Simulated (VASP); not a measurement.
Computed with vdW-DF2, VASP's PBE PAW potentials (set 64) (plane waves; VASP).

VASP input:

POSCAR:
```
Tl
1.0
  1.8828202151  -3.2611404072   0.0000000000
  1.8828202151   3.2611404072   0.0000000000
  0.0000000000   0.0000000000   5.7530613065
Tl
2
Direct
  0.3333330000   0.6666670000   0.2500000000
  0.6666670000   0.3333330000   0.7500000000
```

**KPOINTS**
```
K-points
0
Gamma
  11 11 7
0 0 0
```

INCAR:
```
! general
SYSTEM    =  Tl
PREC      =  Accurate
ENCUT     =  520   ! plane-wave cut-off (eV)
LREAL     =  F
LASPH     =  T   ! aspherical one-centre terms

! electronic loop
EDIFF     =  1E-7
NELM      =  100
ALGO      =  Normal   ! blocked Davidson
LMAXMIX   =  4   ! l cut-off of mixed one-centre charges

! smearing
ISMEAR    =  1
SIGMA     =  0.1   ! width (eV)

! functional
GGA       =  ML
LUSE_VDW  =  T
AGGAC     =  0.0
ZAB_VDW   =  -1.8867

! ions
IBRION    =  2   ! conjugate gradients
NSW       =  30
ISIF      =  4
EDIFFG    =  -0.01   ! ionic stop

! output
LWAVE     =  F
LCHARG    =  F
```

POTCAR, in this order: Tl_d (PBE.64 set). Program: vasp_std.

The run wrote:

**OSZICAR**
```
       N       E                     dE             d eps       ncg     rms          rms(c)
DAV:   1     0.132334905338E+03    0.13233E+03   -0.14102E+04  2192   0.140E+03
DAV:   2     0.399325338533E+01   -0.12834E+03   -0.12679E+03  2308   0.284E+02
DAV:   3     0.170628882600E+01   -0.22870E+01   -0.22823E+01  2541   0.340E+01
DAV:   4     0.169124288025E+01   -0.15046E-01   -0.15044E-01  2438   0.283E+00
DAV:   5     0.169101853544E+01   -0.22434E-03   -0.22434E-03  2555   0.340E-01    0.149E+00
DAV:   6     0.174179785881E+01    0.50779E-01   -0.11953E-01  2228   0.270E+00    0.103E+00
DAV:   7     0.174837323906E+01    0.65754E-02   -0.25239E-02  2274   0.125E+00    0.627E-01
DAV:   8     0.174867829820E+01    0.30506E-03   -0.11581E-03  2250   0.290E-01    0.472E-02
DAV:   9     0.174866896805E+01   -0.93301E-05   -0.43712E-05  2565   0.557E-02    0.118E-02
DAV:  10     0.174864573173E+01   -0.23236E-04   -0.69382E-05  2215   0.599E-02    0.172E-03
DAV:  11     0.174864578616E+01    0.54432E-07   -0.17841E-07  1966   0.384E-03
   1 F= 0.17486458E+01 E0= 0.17486788E+01  d E =0.174865E+01
       N       E                     dE             d eps       ncg     rms          rms(c)
DAV:   1     0.174814593186E+01   -0.49980E-03   -0.19683E-02  2201   0.108E+00    0.901E-02
DAV:   2     0.174841800975E+01    0.27208E-03   -0.18776E-04  2253   0.148E-01    0.557E-02
DAV:   3     0.174856447690E+01    0.14647E-03   -0.29388E-04  2284   0.168E-01    0.674E-03
DAV:   4     0.174856399651E+01   -0.48039E-06   -0.16534E-05  2244   0.373E-02    0.376E-03
DAV:   5     0.174856377619E+01   -0.22032E-06   -0.28173E-07  1802   0.501E-03    0.780E-04
DAV:   6     0.174856381712E+01    0.40925E-07   -0.71956E-08  1262   0.279E-03
   2 F= 0.17485638E+01 E0= 0.17485756E+01  d E =-.819690E-04
       N       E                     dE             d eps       ncg     rms          rms(c)
DAV:   1     0.174622216544E+01   -0.23416E-02   -0.10674E-01  2192   0.252E+00    0.210E-01
DAV:   2     0.174769882697E+01    0.14767E-02   -0.10225E-03  2251   0.341E-01    0.130E-01
DAV:   3     0.174849903387E+01    0.80021E-03   -0.16065E-03  2277   0.390E-01    0.158E-02
DAV:   4     0.174849611662E+01   -0.29173E-05   -0.89778E-05  2214   0.865E-02    0.886E-03
DAV:   5     0.174849531955E+01   -0.79707E-06   -0.15733E-06  2299   0.114E-02    0.179E-03
DAV:   6     0.174849550869E+01    0.18914E-06   -0.35354E-07  1762   0.616E-03    0.339E-04
DAV:   7     0.174849549426E+01   -0.14433E-07   -0.27358E-08  1110   0.173E-03
   3 F= 0.17484955E+01 E0= 0.17484678E+01  d E =-.150292E-03
```

File OUTCAR:
```
------------------------ aborting loop because EDIFF is reached ----------------------------------------
  FORCE on cell =-STRESS in cart. coord.  units (eV):
  Direction    XX          YY          ZZ          XY          YZ          ZX
  --------------------------------------------------------------------------------------
  Total        0.2135079      0.2135079      0.2071751      0.0000000     -0.0000000      0.0000000
  in kB        4.8419147      4.8419151      4.6982999      0.0000000     -0.0000000      0.0000000
  external PRESSURE =       4.7940432 kB  Pullay stress =       0.0000000 kB
  volume of cell :       70.65
      direct lattice vectors                 reciprocal lattice vectors
     1.878932400 -3.254406517  0.000000000     0.266108563 -0.153637844 -0.000000000
     1.878932400  3.254406517 -0.000000000     0.266108563  0.153637844 -0.000000000
     0.000000000  0.000000000  5.776893961     0.000000000  0.000000000  0.173103402
 POSITION                                       TOTAL-FORCE (eV/Angst)
 -----------------------------------------------------------------------------------
      1.87893      1.08480      1.44422        -0.000000     -0.000000      0.000000
      1.87893     -1.08480      4.33267         0.000000      0.000000      0.000000
 -----------------------------------------------------------------------------------
    total drift:                               -0.000030      0.000509      0.000012
  FREE ENERGIE OF THE ION-ELECTRON SYSTEM (eV)
  ---------------------------------------------------
  free  energy   TOTEN  =         1.7484954943 eV

  energy  without entropy=        1.7484125116  energy(sigma->0) =        1.74846783

 reached required accuracy - stopping structural energy minimisation
```
(Selected blocks of OUTCAR.)

File CONTCAR:
```
Tl
   1.00000000000000
     1.8789323998443956   -3.2544065174750796    0.0000000000000000
     1.8789323998443956    3.2544065174750796   -0.0000000000000000
     0.0000000000000000    0.0000000000000000    5.7768939605952099
  Tl
     2
Direct
     0.3333330000000032    0.6666669999999968    0.2500000000000000
     0.6666669999999968    0.3333330000000032    0.7500000000000000
```

OUTCAR:
```
 val. band max:        4.6972492161   @ k =   0.2727   0.1818   0.0000

 cond. band min:       4.7500011212   @ k =   0.2727   0.1818   0.4286


 Fermi energy:         4.7414856531

 k-point     1 :       0.0000    0.0000    0.0000
  band No.  band energies     occupation
      1      -6.8312      2.00000
      2      -6.7277      2.00000
      3      -6.7277      2.00000
      4      -6.7180      2.00000
      5      -6.6957      2.00000
      6      -6.6957      2.00000
      7      -6.6946      2.00000
      8      -6.6946      2.00000
      9      -6.4603      2.00000
     10      -6.4603      2.00000
     11      -4.1764      2.00000
     12      -0.4131      2.00000
     13       2.7888      2.00000
     14      10.6777      0.00000
     15      10.6777      0.00000
     16      12.4130      0.00000
     17      12.4130      0.00000

 k-point     2 :       0.0909   -0.0000    0.0000
  band No.  band energies     occupation
      1      -6.8221      2.00000
      2      -6.7509      2.00000
      3      -6.7091      2.00000
      4      -6.7036      2.00000
      5      -6.7036      2.00000
      6      -6.6942      2.00000
      7      -6.6876      2.00000
      8      -6.6780      2.00000
      9      -6.4757      2.00000
     10      -6.4559      2.00000
     11      -4.0549      2.00000
     12      -0.3382      2.00000
     13       2.9390      2.00000
     14       9.4817      0.00000
     15      10.2154      0.00000
     16      11.6038      0.00000
     17      12.5861      0.00000

 k-point     3 :       0.1818   -0.0000    0.0000
  band No.  band energies     occupation
      1      -6.8298      2.00000
      2      -6.7505      2.00000
      3      -6.7301      2.00000
      4      -6.7263      2.00000
      5      -6.6890      2.00000
      6      -6.6588      2.00000
      7      -6.6405      2.00000
      8      -6.6294      2.00000
      9      -6.5133      2.00000
     10      -6.4458      2.00000
     11      -3.6894      2.00000
...
```

Unless said otherwise, spin-orbit coupling is left out, though it shifts the bands of the heavy elements here.

The compound is Tl in the hcp structure. This cell is one point of a volume scan, at 0.97 of the reference volume. Symmetry was kept, so distortions that lower it aren't found.
